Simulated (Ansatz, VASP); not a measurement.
Two plane-wave programs on CsBa3

```xyz
4
Lattice="-3.2465 3.2465 6.8034 3.2465 -3.2465 6.8034 3.2465 3.2465 -6.8034" Properties=species:S:1:pos:R:3 pbc="T T T"
Ba    0.0000    0.0000    6.8034
Ba    3.2465    0.0000    3.4017
Ba    0.0000    3.2465    3.4017
Cs    0.0000    0.0000    0.0000
```

The cell comes from a database or a generator and needn't be the stable form of this composition.

Alike in both runs: task single point; functional LDA; k mesh 6 × 6 × 6; occupations gaussian, width 0.1 eV; no spin polarisation.

|  | VASP | Ansatz |
| --- | --- | --- |
| version | VASP 6.6.1 | Ansatz 0.2.0 |
| potentials or method | VASP PAW LDA potentials, release 64 (Ba_sv_GW, Cs_sv_GW) | Ansatz PAW |
| plane-wave cutoff (eV) | 550 | 420 |
| valence electrons in the cell | 39 | 39 |

|  | VASP | Ansatz | Ansatz less VASP |
| --- | --- | --- | --- |
| gap on the k mesh at the Fermi level (eV) | none | none | - |
| pressure (GPa) | -1.0 | -1.0 | +0.03 |
| largest component of the traceless stress (GPa) | 0.08 | 0.08 | +0.002 |

A gap of «none» marks a metal or a gap that the smearing closes.

Caveats: the PAW data sets come from PBE, with cores solved anew for the run's functional, which leaves a small shift of forces and pressure (Ansatz). Spin-orbit coupling is left out, which matters for the levels of Ba, Cs.
